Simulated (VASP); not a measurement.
```
Ba
1.0
   -2.58272     2.58272     2.58272
    2.58272    -2.58272     2.58272
    2.58272     2.58272    -2.58272
Ba
1
Cartesian
  0.00000   0.00000   0.00000
```

Calculation: RPBE GGA, VASP's PBE PAW potentials (set 64) (plane waves; VASP 6.6.1). Run with 520 eV cut-off, 10×10×10 Γ-centred mesh, first-order Methfessel-Paxton smearing of 0.10 eV, potentials Ba_sv.

### Question
Give the energy at these volumes per atom, relative to the lowest: 64.67, 66.73, 68.80, 70.86, 72.92 Å³.

### Answer
6.9, 1.8, 0.0, 1.3, 5.4 meV/atom. A third-order Birch-Murnaghan fit gives B0 = 7.9 GPa and B0′ = 2.7.

Measured: bulk modulus 9.3 GPa at 0 K (computed value off by -15.5 %), as given by H. Levämäki et al., Physical Review B (2014), arXiv:1402.3671 [corrected for temperature and zero-point phonon effects]; a 4.995 Å at 0 K (computed value off by +3.4 %), as given by Gábor I. Csonka et al., Physical Review B (2009), arXiv:0903.4037 [low-temperature or extrapolated to 0 K; zero-point anharmonic expansion removed].

The compound is Ba in the bcc structure. It was relaxed first, which changed the volume by +9 %.
